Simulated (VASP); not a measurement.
# Relaxed cell of Rhodium: a test of cutoff and mesh, part 2 of 2

Aim: test the relaxed volume of Rhodium against cutoff and mesh. The starting structure is a measured crystal structure from the Crystallography Open Database. The first relaxation on each setting starts from this cell expanded by 3 % in volume.

VASP 6.6.1.

Results so far: reference 13.49 Å³ an atom; a cutoff of 250 eV 13.14 Å³ an atom; an 11×11×11 mesh 13.51 Å³ an atom.

### Step 5. Relaxation with a cutoff of 600 eV

Level of this step: PBEsol; plane waves and PAW (Rh_pv) (VASP).

Against step 2 the input has ENCUT = 600. This run starts from the cell of an earlier relaxation, which isn't shown; the restart sets up the plane waves anew.

Input file INCAR:

```
SYSTEM = Rh
PREC = Accurate
ENCUT = 600
EDIFF = 1E-06
NELM = 100
ISMEAR = 1
SIGMA = 0.15
LREAL = .FALSE.
ALGO = Normal
GGA = PS
NBANDS = 13
LORBIT = 11
LWAVE = .FALSE.
LCHARG = .FALSE.
KPAR = 4
IBRION = 2
NSW = 50
ISIF = 3
EDIFFG = -0.004
```

Input file POSCAR:

```
Rh
1.0
    0.0000000000      1.8895187893      1.8895187893
    1.8895187893      0.0000000000      1.8895187893
    1.8895187893      1.8895187893      0.0000000000
Rh
1
Direct
    0.0000000000      0.0000000000      0.0000000000
```

Input file KPOINTS:

```
Automatic mesh
0
Gamma
20 20 20
0 0 0
```

PAW data sets: Rh_pv (PBE family, release 64).

Launch:

```sh
> mpirun -np 4 vasp_std
```

The program printed:

```text
[... set-up lines as in an earlier step ...]
 entering main loop
       N       E                     dE             d eps       ncg     rms          rms(c)
DAV:   1     0.127635118887E+03    0.12764E+03   -0.97456E+03  6680   0.138E+03
DAV:   2    -0.712532884915E+01   -0.13476E+03   -0.12838E+03  7021   0.378E+02
DAV:   3    -0.876522060784E+01   -0.16399E+01   -0.16357E+01  8011   0.459E+01
DAV:   4    -0.877227914286E+01   -0.70585E-02   -0.70577E-02  7576   0.310E+00
[...]
DAV:   9    -0.813860395817E+01    0.42897E-03   -0.99454E-04  8076   0.458E-01    0.212E-02
DAV:  10    -0.813860845978E+01   -0.45016E-05   -0.95311E-06  7719   0.380E-02    0.724E-03
DAV:  11    -0.813860883664E+01   -0.37686E-06   -0.11878E-06  6538   0.128E-02
   1 F= -.81386088E+01 E0= -.81389196E+01  d E =-.813861E+01
[...]
N       E                     dE             d eps       ncg     rms          rms(c)
DAV:   1    -0.813873412077E+01   -0.12566E-03   -0.16867E-03  6846   0.618E-01    0.831E-02
DAV:   2    -0.813860509218E+01    0.12903E-03   -0.26149E-04  6901   0.227E-01    0.137E-02
DAV:   3    -0.813860469020E+01    0.40199E-06   -0.32576E-06  7716   0.225E-02
   2 F= -.81386047E+01 E0= -.81389146E+01  d E =0.414644E-05
 trial-energy change:    0.000004  1 .order    0.000004   -0.000003    0.000010
 step:   0.2217(harm=  0.2217)  dis= 0.00000  next Energy=    -8.138609 (dE=-0.324E-06)
[...]
N       E                     dE             d eps       ncg     rms          rms(c)
DAV:   1    -0.813868691383E+01   -0.81822E-04   -0.99038E-04  6866   0.474E-01    0.641E-02
DAV:   2    -0.813861092887E+01    0.75985E-04   -0.15681E-04  6851   0.176E-01    0.107E-02
DAV:   3    -0.813860973233E+01    0.11965E-05   -0.19125E-06  6976   0.171E-02    0.606E-03
DAV:   4    -0.813860896021E+01    0.77212E-06   -0.54877E-07  5200   0.917E-03
   3 F= -.81386090E+01 E0= -.81389195E+01  d E =-.123568E-06
[...]
reached required accuracy - stopping structural energy minimisation
```

The job ended after 53 s (4 MPI ranks of AMD EPYC 7R43, shared host; peak memory 0.59 GiB; 3.5 min of CPU time).

OUTCAR, selected parts (step 5):

```text
  Total        0.0031909      0.0031909      0.0031909      0.0000000      0.0000000     -0.0000000
  in kB        0.3789688      0.3789688      0.3789688      0.0000000      0.0000000     -0.0000000
  external PRESSURE =       0.3789688 kB  Pullay stress =       0.0000000 kB

 POSITION                                       TOTAL-FORCE (eV/Angst)
 -----------------------------------------------------------------------------------
      0.00000      0.00000      0.00000        -0.000000      0.000000      0.000000
 -----------------------------------------------------------------------------------
    total drift:                               -0.000000      0.000000     -0.000000

  FREE ENERGIE OF THE ION-ELECTRON SYSTEM (eV)
  ---------------------------------------------------
  free  energy   TOTEN  =        -8.1386089602 eV

  energy  without entropy=       -8.1395407143  energy(sigma->0) =       -8.13891954

[... 2 parts as in an earlier step ...]

[... 2 further parts left out ...]
[key lines of the parts left out:]
E-fermi :  12.1107
```

With a cutoff of 600 eV the cell ends at 13.490 Å³ an atom, +0.00 % from the reference; the bulk modulus is 297.3 GPa against 297.2 GPa.

### Step 6. Relaxation with a 28×28×28 mesh

Against step 2 the input has a 28×28×28 mesh. This run starts from the cell of an earlier relaxation, which isn't shown; the restart sets up the plane waves anew.

Edit INCAR of step 5 so:

```diff
@@ -2,3 +2,3 @@
 PREC = Accurate
-ENCUT = 600
+ENCUT = 450
 EDIFF = 1E-06
```

Input file POSCAR:

```
Rh
1.0
    0.0000000000      1.8897137710      1.8897137710
    1.8897137710      0.0000000000      1.8897137710
    1.8897137710      1.8897137710      0.0000000000
Rh
1
Direct
    0.0000000000      0.0000000000      0.0000000000
```

Input file KPOINTS:

```
Automatic mesh
0
Gamma
28 28 28
0 0 0
```

Launch:

```sh
> mpirun -np 4 vasp_std
```

The program printed:

```text
[... set-up lines as in an earlier step ...]
 entering main loop
       N       E                     dE             d eps       ncg     rms          rms(c)
DAV:   1     0.107174191159E+03    0.10717E+03   -0.82809E+03 16349   0.111E+03
DAV:   2    -0.741583303423E+01   -0.11459E+03   -0.10960E+03 17359   0.334E+02
DAV:   3    -0.876292637962E+01   -0.13471E+01   -0.13447E+01 19164   0.403E+01
DAV:   4    -0.876902845128E+01   -0.61021E-02   -0.61012E-02 18868   0.280E+00
[...]
DAV:   9    -0.813741289542E+01    0.41765E-03   -0.95766E-04 19639   0.447E-01    0.200E-02
DAV:  10    -0.813741722144E+01   -0.43260E-05   -0.93617E-06 18804   0.374E-02    0.713E-03
DAV:  11    -0.813741748512E+01   -0.26367E-06   -0.12272E-06 15693   0.132E-02
   1 F= -.81374175E+01 E0= -.81373239E+01  d E =-.813742E+01
[...]
N       E                     dE             d eps       ncg     rms          rms(c)
DAV:   1    -0.813836952892E+01   -0.95231E-03   -0.12779E-02 16669   0.170E+00    0.229E-01
DAV:   2    -0.813739974329E+01    0.96979E-03   -0.19612E-03 16709   0.621E-01    0.376E-02
DAV:   3    -0.813739312209E+01    0.66212E-05   -0.25440E-05 18599   0.633E-02    0.212E-02
DAV:   4    -0.813739825511E+01   -0.51330E-05   -0.66107E-06 17154   0.303E-02    0.161E-03
DAV:   5    -0.813739806163E+01    0.19348E-06   -0.13449E-07 10652   0.536E-03
   2 F= -.81373981E+01 E0= -.81373038E+01  d E =0.194235E-04
 trial-energy change:    0.000019  1 .order    0.000019   -0.000022    0.000060
 step:   0.2690(harm=  0.2690)  dis= 0.00000  next Energy=    -8.137420 (dE=-0.298E-05)
[...]
N       E                     dE             d eps       ncg     rms          rms(c)
DAV:   1    -0.813794169769E+01   -0.54344E-03   -0.68369E-03 16654   0.124E+00    0.166E-01
DAV:   2    -0.813742679106E+01    0.51491E-03   -0.10532E-03 16629   0.455E-01    0.279E-02
DAV:   3    -0.813742122010E+01    0.55710E-05   -0.13049E-05 18239   0.452E-02    0.157E-02
DAV:   4    -0.813741994208E+01    0.12780E-05   -0.34742E-06 17134   0.219E-02    0.112E-03
DAV:   5    -0.813742002482E+01   -0.82740E-07   -0.64098E-08  9172   0.368E-03
   3 F= -.81374200E+01 E0= -.81373263E+01  d E =-.253971E-05
[...]
reached required accuracy - stopping structural energy minimisation
```

It took 73 s on 4 MPI ranks; peak memory 0.62 GiB; 4.8 min of CPU time.

OUTCAR, selected parts (step 6):

```text
  Total        0.0013201      0.0013201      0.0013201     -0.0000000      0.0000000     -0.0000000
  in kB        0.1567911      0.1567911      0.1567911     -0.0000000      0.0000000     -0.0000000
  external PRESSURE =       0.1567911 kB  Pullay stress =       0.0000000 kB

 POSITION                                       TOTAL-FORCE (eV/Angst)
 -----------------------------------------------------------------------------------
      0.00000      0.00000      0.00000         0.000000      0.000000     -0.000000
 -----------------------------------------------------------------------------------
    total drift:                                0.000000     -0.000000      0.000000

  FREE ENERGIE OF THE ION-ELECTRON SYSTEM (eV)
  ---------------------------------------------------
  free  energy   TOTEN  =        -8.1374200248 eV

  energy  without entropy=       -8.1371387505  energy(sigma->0) =       -8.13732627

[... 1 part as in an earlier step ...]

[... 3 further parts left out ...]
[key lines of the parts left out:]
E-fermi :  12.1105
```

With a 28×28×28 mesh the cell ends at 13.490 Å³ an atom, +0.00 % from the reference; the bulk modulus is 297.2 GPa against 297.2 GPa.

### Step 7. The runs compared

```tsv
run	volume (Å³/atom)	change (%)	bulk modulus (GPa)	pressure left (GPa)	core minutes
reference	13.49	-	297.2	0.01	6.73
a cutoff of 250 eV	13.137	-2.61	319.3	0.04	3.47
an 11×11×11 mesh	13.511	0.16	295.2	0.01	1.59
a cutoff of 600 eV	13.49	0.0	297.3	0.04	10.4
a 28×28×28 mesh	13.49	0.0	297.2	0.02	15.1
```

Core minutes are wall time times ranks, summed over the relaxations behind a row (those for a bulk modulus apart), on shared hosts.

### Step 8. Results

| Quantity | Value |
| --- | --- |
| volume of the reference | 13.49 Å³/atom |
| volume against the reference, a cutoff of 250 eV | -2.61 % |
| volume against the reference, an 11×11×11 mesh | +0.16 % |
| volume against the reference, a cutoff of 600 eV | +0.00 % |
| volume against the reference, a 28×28×28 mesh | +0.00 % |

In words: The volume moves most with a cutoff of 250 eV: -2.61 % against the reference (450 eV, 20×20×20 mesh). On finer settings it changes by +0.00 % with a cutoff of 600 eV and +0.00 % with a 28×28×28 mesh. The relaxations stop with up to 0.04 GPa left, which at the bulk modulus found here is 0.02 % of the volume. That understates it: a restart alone still moved the volume by up to 1.3 %. A cell that shrinks at the lower cutoff is the usual mark of Pulay stress, the error that a plane-wave basis makes when it is kept while the volume changes. The bulk modulus is more sensitive: it changes by +7.4 % with a cutoff of 250 eV. Further runs on this material are not shown.

[Lines on the potential files, build, host, timing and source positions are cut from VASP's logs without a mark.]

[Logs are printed without paths, hosts, clocks, repeated set-up lines and the standing remarks that a program may print on its own settings, such as how far it seeks lower states.]

[Hosts, paths, dates, database ids (printed as entryN), source tags and the programs' standing remarks are cut or masked in the printed files.]
